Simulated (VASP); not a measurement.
# CdSe(110): relaxation, ionisation energy and affinity, part 2 of 3

Aim: ionisation energy and electron affinity of CdSe(110), from a slab and a bulk run lined up through core potentials. The cell is generated by rule, not measured, and may not be a known phase.

VASP 6.6.1, plane waves and PAW; the level of theory is named at each step.

So far. Step 2 (Relaxing the bulk crystal): The run ended after 3 ionic steps, 0.045 eV below its first step, once forces and stress met EDIFFG = -0.02. Step 3 (Relax the host again, on a new basis): The start already met the threshold, so nothing moved.

### 5. Surface relaxation

This step: PBE; plane waves and PAW (Cd, Se) (VASP 6.6.1).

System of this step: CdSe(110). The cell holds 18 atoms: 9 Cd and 9 Se. Its edges and angles: a = 4.381 Å, b = 6.195 Å, c = 33.522 Å, α = 90.0°, β = 90.0°, γ = 90.0°. It derives from CdSe. 9 layers, cut at this functional's lattice. Vacuum lies along c.

All atoms relax at the fixed cell.

INCAR reads:

```
SYSTEM = CdSe
PREC = Normal
ENCUT = 320
EDIFF = 1E-05
NELM = 120
ISMEAR = 0
SIGMA = 0.03
LREAL = Auto
ALGO = Fast
GGA = PE
NBANDS = 100
LORBIT = 11
LWAVE = .FALSE.
LCHARG = .FALSE.
KPAR = 2
NCORE = 2
IBRION = 2
NSW = 60
ISIF = 2
EDIFFG = -0.03
POTIM = 0.4
MAXMIX = 40
IDIPOL = 3
LDIPOL = .TRUE.
DIPOL = 0.5 0.5 0.5
```

POSCAR reads:

```
CdSe
1.0
    4.3805363187      0.0000000000      0.0000000000
    0.0000000000      6.1950138724      0.0000000000
    0.0000000000      0.0000000000     33.5221452749
Cd Se
9 9
Direct
    0.0000000000      0.0000000000      0.2386482100
    0.5000000000      0.5000000000      0.3039861600
    0.0000000000      0.0000000000      0.3693241100
    0.5000000000      0.5000000000      0.4346620500
    0.0000000000      0.0000000000      0.5000000000
    0.5000000000      0.5000000000      0.5653379500
    0.0000000000      0.0000000000      0.6306758900
    0.5000000000      0.5000000000      0.6960138400
    0.0000000000      0.0000000000      0.7613517900
    0.0000000000      0.7500000000      0.3039861600
    0.5000000000      0.2500000000      0.2386482100
    0.0000000000      0.7500000000      0.4346620500
    0.5000000000      0.2500000000      0.3693241100
    0.0000000000      0.7500000000      0.5653379500
    0.5000000000      0.2500000000      0.5000000000
    0.0000000000      0.7500000000      0.6960138400
    0.5000000000      0.2500000000      0.6306758900
    0.5000000000      0.2500000000      0.7613517900
```

KPOINTS reads:

```
Automatic mesh
0
Gamma
6 4 1
0 0 0
```

PAW data sets: Cd and Se (PBE family, release 64).

Run with:

```
$ mpirun -np 4 vasp_std
```

The log of the run:

```text
[banner, memory and clock lines left out]
running    4 mpi-ranks, on    1 nodes
 distrk:  each k-point on    2 cores,    2 groups
 distr:  one band on    2 cores,    1 groups

 POSCAR found type information on POSCAR CdSe
 POSCAR found :  2 types and      18 ions
 LDA part: xc-table for (Slater+PW92), standard interpolation
 POSCAR, INCAR and KPOINTS ok, starting setup
 FFT: planning ... GRIDC
 FFT: planning ... GRID_SOFT
 FFT: planning ... GRID
 WAVECAR not read
 entering main loop
       N       E                     dE             d eps       ncg     rms          rms(c)
DAV:   1     0.934767752611E+03    0.93477E+03   -0.54665E+04  2552   0.920E+02
DAV:   2     0.258068104450E+02   -0.90896E+03   -0.88242E+03  2772   0.269E+02
DAV:   3    -0.498257266673E+02   -0.75633E+02   -0.74818E+02  2716   0.720E+01
DAV:   4    -0.519254121815E+02   -0.20997E+01   -0.20899E+01  2728   0.112E+01
DAV:   5    -0.519762908665E+02   -0.50879E-01   -0.50832E-01  2744   0.155E+00    0.170E+01
RMM:   6    -0.479971210398E+02    0.39792E+01   -0.78050E+00  2400   0.681E+00    0.140E+01
RMM:   7    -0.478179006600E+02    0.17922E+00   -0.44421E+00  2400   0.392E+00    0.310E+00
RMM:   8    -0.477300216481E+02    0.87879E-01   -0.31831E-01  2400   0.122E+00    0.150E+00
RMM:   9    -0.477338815999E+02   -0.38600E-02   -0.10813E-01  2400   0.723E-01    0.666E-01
RMM:  10    -0.477322771161E+02    0.16045E-02   -0.11024E-02  2412   0.352E-01    0.168E-01
RMM:  11    -0.477343376808E+02   -0.20606E-02   -0.36042E-03  2402   0.139E-01    0.109E-01
RMM:  12    -0.477343334432E+02    0.42375E-05   -0.69607E-04  2410   0.551E-02    0.276E-02
RMM:  13    -0.477346607547E+02   -0.32731E-03   -0.26508E-04  2048   0.311E-02    0.174E-02
RMM:  14    -0.477348032672E+02   -0.14251E-03   -0.11370E-04  1828   0.223E-02    0.668E-03
RMM:  15    -0.477348756752E+02   -0.72408E-04   -0.15246E-05  1513   0.738E-03    0.526E-03
RMM:  16    -0.477349314139E+02   -0.55739E-04   -0.10137E-05  1480   0.545E-03    0.263E-03
RMM:  17    -0.477349488387E+02   -0.17425E-04   -0.21347E-06   843   0.295E-03    0.127E-03
RMM:  18    -0.477349609834E+02   -0.12145E-04   -0.38674E-06  1325   0.403E-03    0.227E-03
RMM:  19    -0.477349637334E+02   -0.27500E-05   -0.32175E-07   529   0.183E-03
   1 F= -.47734964E+02 E0= -.47734964E+02  d E =-.477350E+02
 curvature:   0.00 expect dE= 0.000E+00 dE for cont linesearch  0.000E+00
 trial: gam= 0.00000 g(F)=  0.160E+00 g(S)=  0.000E+00 ort = 0.000E+00 (trialstep = 0.100E+01)
 search vector abs. value=  0.160E+00
 bond charge predicted
       N       E                     dE             d eps       ncg     rms          rms(c)
DAV:   1    -0.478501416270E+02   -0.11518E+00   -0.42018E+01  2528   0.161E+01    0.936E-01
RMM:   2    -0.478805569795E+02   -0.30415E-01   -0.33317E-01  2400   0.165E+00    0.453E-01
RMM:   3    -0.478772735588E+02    0.32834E-02   -0.54607E-02  2400   0.776E-01    0.374E-01
RMM:   4    -0.478797255088E+02   -0.24519E-02   -0.12749E-02  2400   0.418E-01    0.212E-01
RMM:   5    -0.478796308898E+02    0.94619E-04   -0.30807E-03  2400   0.181E-01    0.790E-02
RMM:   6    -0.478799767953E+02   -0.34591E-03   -0.55636E-04  2336   0.597E-02    0.564E-02
RMM:   7    -0.478800473270E+02   -0.70532E-04   -0.22825E-04  2375   0.538E-02    0.275E-02
RMM:   8    -0.478800775212E+02   -0.30194E-04   -0.54702E-05  1977   0.272E-02    0.503E-03
RMM:   9    -0.478801068630E+02   -0.29342E-04   -0.76825E-06  1402   0.678E-03    0.391E-03
RMM:  10    -0.478801226103E+02   -0.15747E-04   -0.35375E-06  1391   0.480E-03    0.166E-03
RMM:  11    -0.478801272181E+02   -0.46078E-05   -0.71748E-07   648   0.193E-03
   2 F= -.47880127E+02 E0= -.47880127E+02  d E =-.145163E+00
[... from here on, the cycles between the ionic steps are left out ...]
   3 F= -.48143849E+02 E0= -.48143849E+02  d E =-.408886E+00
   4 F= -.48043934E+02 E0= -.48043934E+02  d E =-.308970E+00
   5 F= -.48188585E+02 E0= -.48188585E+02  d E =-.453621E+00
   6 F= -.48338440E+02 E0= -.48338440E+02  d E =-.149855E+00
   7 F= -.48502128E+02 E0= -.48502128E+02  d E =-.313543E+00
   8 F= -.48527559E+02 E0= -.48527559E+02  d E =-.254303E-01
   9 F= -.48527739E+02 E0= -.48527739E+02  d E =-.256104E-01
  10 F= -.48535558E+02 E0= -.48535558E+02  d E =-.781902E-02
  11 F= -.48538075E+02 E0= -.48538075E+02  d E =-.103360E-01
  12 F= -.48543712E+02 E0= -.48543712E+02  d E =-.563694E-02
  13 F= -.48545004E+02 E0= -.48545004E+02  d E =-.692928E-02
  14 F= -.48545197E+02 E0= -.48545197E+02  d E =-.712246E-02
  15 F= -.48545438E+02 E0= -.48545438E+02  d E =-.736338E-02
  16 F= -.48545613E+02 E0= -.48545613E+02  d E =-.753853E-02
  17 F= -.48547673E+02 E0= -.48547673E+02  d E =-.205924E-02
  18 F= -.48547682E+02 E0= -.48547682E+02  d E =-.206841E-02
 curvature:  -4.88 expect dE=-0.190E-02 dE for cont linesearch -0.211E-06
 trial: gam= 0.31377 g(F)=  0.389E-03 g(S)=  0.000E+00 ort = 0.927E-05 (trialstep = 0.435E+01)
 search vector abs. value=  0.590E-03
 bond charge predicted
       N       E                     dE             d eps       ncg     rms          rms(c)
DAV:   1    -0.485471447964E+02    0.53374E-03   -0.26980E+00  2424   0.484E+00    0.231E-01
RMM:   2    -0.485485193751E+02   -0.13746E-02   -0.25277E-02  2400   0.514E-01    0.331E-01
RMM:   3    -0.485490599011E+02   -0.54053E-03   -0.28724E-03  2400   0.181E-01    0.192E-01
RMM:   4    -0.485491063327E+02   -0.46432E-04   -0.15126E-03  2400   0.112E-01    0.448E-02
RMM:   5    -0.485491290110E+02   -0.22678E-04   -0.14245E-04  2397   0.377E-02    0.369E-02
RMM:   6    -0.485491120903E+02    0.16921E-04   -0.37570E-05  1727   0.178E-02    0.358E-02
RMM:   7    -0.485490484611E+02    0.63629E-04   -0.11996E-05  1480   0.850E-03    0.230E-02
RMM:   8    -0.485490897711E+02   -0.41310E-04   -0.59351E-06  1441   0.626E-03    0.151E-02
RMM:   9    -0.485491315064E+02   -0.41735E-04   -0.72481E-06  1446   0.634E-03    0.701E-03
RMM:  10    -0.485491422065E+02   -0.10700E-04   -0.17864E-06  1114   0.305E-03    0.542E-03
RMM:  11    -0.485491442225E+02   -0.20160E-05   -0.10719E-06  1099   0.289E-03
  19 F= -.48549144E+02 E0= -.48549144E+02  d E =-.146248E-02
 trial-energy change:   -0.001462  1 .order   -0.001417   -0.001703   -0.001132
 step:   8.7537(harm= 12.9494)  dis= 0.01517  next Energy=   -48.549765 (dE=-0.208E-02)
 reached required accuracy - stopping structural energy minimisation
```

The job ended after 16 min (4 MPI ranks of AMD EPYC 7R43, shared host; peak memory 1.2 GiB).

Parts of OUTCAR (step 5):

```text
   k-points           NKPTS =     12   k-points in BZ     NKDIM =     12   number of bands    NBANDS=    100

   ENCUT  =  320.0 eV  23.52 Ry    4.85 a.u.   6.39  9.04 48.89*2*pi/ulx,y,z

   NELECT =     162.0000    total number of electrons

 dipolmoment           0.000000      0.000000     -0.000000 electrons x Angstroem

 E-fermi :  -1.8737

 k-point     1 :       0.0000    0.0000    0.0000
  band No.  band energies     occupation
    ...
     77      -2.1883      2.00000
     78      -2.1751      2.00000
     79      -2.1215      2.00000
     80      -2.0748      2.00000
     81      -2.0235      2.00000
     82      -1.1295      0.00000
     83      -0.4767      0.00000
     84       0.1547      0.00000
     85       0.7453      0.00000
     86       1.1944      0.00000
    ...

  Total       -0.8932598     -0.4277958     -0.5146194      0.0000000      0.0000000      0.0000000
  in kB       -1.5732110     -0.7534349     -0.9063488      0.0000000      0.0000000      0.0000000
  external PRESSURE =      -1.0776649 kB  Pullay stress =       0.0000000 kB

 POSITION                                       TOTAL-FORCE (eV/Angst)
 -----------------------------------------------------------------------------------
      0.00000      0.32676      8.46454         0.000000      0.022296      0.004303
      2.19027      2.99276     10.01943         0.000000      0.004491     -0.001235
      0.00000      6.14980     12.38574         0.000000     -0.001895      0.014573
      2.19027      3.05670     14.52283         0.000000     -0.013669      0.010529
      0.00000      6.18226     16.76107         0.000000     -0.007453      0.000000
      2.19027      3.05670     18.99932         0.000000     -0.013669     -0.010529
      0.00000      6.14980     21.13641         0.000000     -0.001895     -0.014573
      2.19027      2.99276     23.50272        -0.000000      0.004491      0.001235
      0.00000      0.32676     25.05761         0.000000      0.022296     -0.004303
      0.00000      4.55423     10.20167        -0.000000     -0.002154      0.005505
      2.19027      1.57552      7.76928         0.000000      0.013502     -0.015646
      0.00000      4.61507     14.57083         0.000000     -0.015393      0.012799
      2.19027      1.51741     12.31214         0.000000      0.011000      0.011980
      0.00000      4.61507     18.95131         0.000000     -0.015393     -0.012799
      2.19027      1.54509     16.76107         0.000000     -0.028903      0.000000
      0.00000      4.55423     23.32048         0.000000     -0.002154     -0.005505
      2.19027      1.51741     21.21001         0.000000      0.011000     -0.011980
      2.19027      1.57552     25.75287        -0.000000      0.013502      0.015646
 -----------------------------------------------------------------------------------
    total drift:                               -0.000000     -0.008764     -0.000033

  FREE ENERGIE OF THE ION-ELECTRON SYSTEM (eV)
  ---------------------------------------------------
  free  energy   TOTEN  =       -48.5491442225 eV

  energy  without entropy=      -48.5491442225  energy(sigma->0) =      -48.54914422

 vacuum level on the upper side and lower side of the slab         3.482         3.482

[... 1 part as in an earlier step ...]

[... 15 further parts left out ...]
```

CONTCAR:

```
CdSe
   1.00000000000000
     4.3805363186999999    0.0000000000000000    0.0000000000000000
     0.0000000000000000    6.1950138723999997    0.0000000000000000
     0.0000000000000000    0.0000000000000000   33.5221452748999980
  Cd              Se
     9     9
Direct
     0.0000000000000000    0.0527462922264028    0.2525058832472949
     0.5000000000000000    0.4830919786295439    0.2988898396570877
     0.0000000000000000    0.9927019529921853    0.3694792592205082
     0.5000000000000000    0.4934131944071111    0.4332308154368861
     0.0000000000000000    0.9979419790801644    0.5000000000000000
     0.5000000000000000    0.4934131944071111    0.5667691845631139
     0.0000000000000000    0.9927019529921853    0.6305207407794917
     0.5000000000000000    0.4830919786295439    0.7011101603429125
     0.0000000000000000    0.0527462922264028    0.7474941167527048
     0.0000000000000000    0.7351438091232554    0.3043262732008818
     0.5000000000000000    0.2543214553071940    0.2317655529314161
     0.0000000000000000    0.7449645605108132    0.4346629573086102
     0.5000000000000000    0.2449410875918455    0.3672837530471703
     0.0000000000000000    0.7449645605108132    0.5653370426913900
     0.5000000000000000    0.2494093593431331    0.5000000000000000
     0.0000000000000000    0.7351438091232554    0.6956737267991182
     0.5000000000000000    0.2449410875918455    0.6327162469528297
     0.5000000000000000    0.2543214553071940    0.7682344470685839
```

The run keeps the 4 symmetry operations of its start, so it cannot find a distortion of lower symmetry.

Relaxation path:

| step | energy less that of the first step (eV) | largest force (eV/Å) |
| --- | --- | --- |
| 1 | 0.0000 | 1.1316 |
| 2 | -0.1452 | 0.9705 |
| 3 | -0.4089 | 0.5232 |
| 4 | -0.3090 | 1.0337 |
| 5 | -0.4536 | 0.6604 |
| 6 | -0.6035 | 0.5143 |
| 7 | -0.7672 | 0.2886 |
| 8 | -0.7926 | 0.1193 |
| 9 | -0.7928 | 0.1122 |
| 10 | -0.8006 | 0.0852 |
| 11 | -0.8031 | 0.1032 |
| 12 | -0.8087 | 0.0438 |
| 13 | -0.8100 | 0.0446 |
| 14 | -0.8102 | 0.0473 |
| 15 | -0.8105 | 0.0536 |
| 16 | -0.8106 | 0.0631 |
| 17 | -0.8127 | 0.0374 |
| 18 | -0.8127 | 0.0393 |
| 19 | -0.8142 | 0.0289 |

The atoms that moved most (Å):

| atom | dx | dy | dz | length |
| --- | --- | --- | --- | --- |
| Cd1 | 0.000 | 0.327 | 0.465 | 0.568 |
| Cd9 | 0.000 | 0.327 | -0.465 | 0.568 |
| Se18 | 0.000 | 0.027 | 0.231 | 0.232 |
| Se11 | 0.000 | 0.027 | -0.231 | 0.232 |
| Cd8 | 0.000 | -0.105 | 0.171 | 0.200 |
| Cd2 | 0.000 | -0.105 | -0.171 | 0.200 |
| Se16 | 0.000 | -0.092 | -0.011 | 0.093 |
| Se10 | 0.000 | -0.092 | 0.011 | 0.093 |

Final coordinates:

```xyz
18
Lattice="4.3805 0.0000 0.0000 0.0000 6.1950 0.0000 0.0000 0.0000 33.5221" Properties=species:S:1:pos:R:3
Cd    0.0000    0.3268    8.4645
Cd    2.1903    2.9928   10.0194
Cd    0.0000   -0.0452   12.3857
Cd    2.1903    3.0567   14.5228
Cd    0.0000   -0.0127   16.7611
Cd    2.1903    3.0567   18.9993
Cd    0.0000   -0.0452   21.1364
Cd    2.1903    2.9928   23.5027
Cd    0.0000    0.3268   25.0576
Se    0.0000    4.5542   10.2017
Se    2.1903    1.5755    7.7693
Se    0.0000    4.6151   14.5708
Se    2.1903    1.5174   12.3121
Se    0.0000    4.6151   18.9513
Se    2.1903    1.5451   16.7611
Se    0.0000    4.5542   23.3205
Se    2.1903    1.5174   21.2100
Se    2.1903    1.5755   25.7529
```

Numbers from this step:

```yaml
electronic_cycles: 170
electrons: 162
free_energy_toten: -48.55 eV
fermi_energy: -1.874 eV
dipole_moment: 0, 0, 0 e·Å
gap_on_the_k_mesh: 0.8940 eV
least_direct_gap_on_the_k_mesh: 0.8940 eV
```

The run ended after 19 ionic steps, 0.814 eV below its first step, once the forces on the free atoms met EDIFFG = -0.03.

[end of part 2 of 3]

[Lines on the potential files, build, host, timing and source positions are cut from VASP's logs without a mark.]

[Logs are printed without paths, hosts, clocks, repeated set-up lines and the standing remarks that a program may print on its own settings, such as how far it seeks lower states.]

[Hosts, paths, dates, database ids (printed as entryN), source tags and the programs' standing remarks are cut or masked in the printed files.]

[Runs that stopped without an error message from VASP are left out.]
